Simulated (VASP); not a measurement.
Input:

```xyz
5
Lattice="4.1835 0.0000 0.0000 0.0000 4.1835 0.0000 0.0000 0.0000 4.1835" Properties=species:S:1:pos:R:3 pbc="T T T"
Ba     0.0000     0.0000     0.0000
Hf     2.0917     2.0917     2.0917
O      2.0917     0.0000     2.0917
O      0.0000     2.0917     2.0917
O      2.0917     2.0917     0.0000
```

Method: revPBE GGA, VASP's PBE PAW potentials (set 64) (plane waves; VASP). Run with 520 eV cut-off, 5×5×5 Γ-centred mesh, Gaussian smearing of 0.050 eV, potentials Ba_sv Hf_pv O.

Give the stress tensor in GPa (positive for a compressed cell).

```
4.83  0.00  0.00
0.00  4.83  0.00
0.00  0.00  4.83
```
The pressure is its mean diagonal, 4.83 GPa.

The compound is BaHfO3 in the cubic perovskite structure. This cell is one point of a volume scan, at 0.97 of the reference volume.
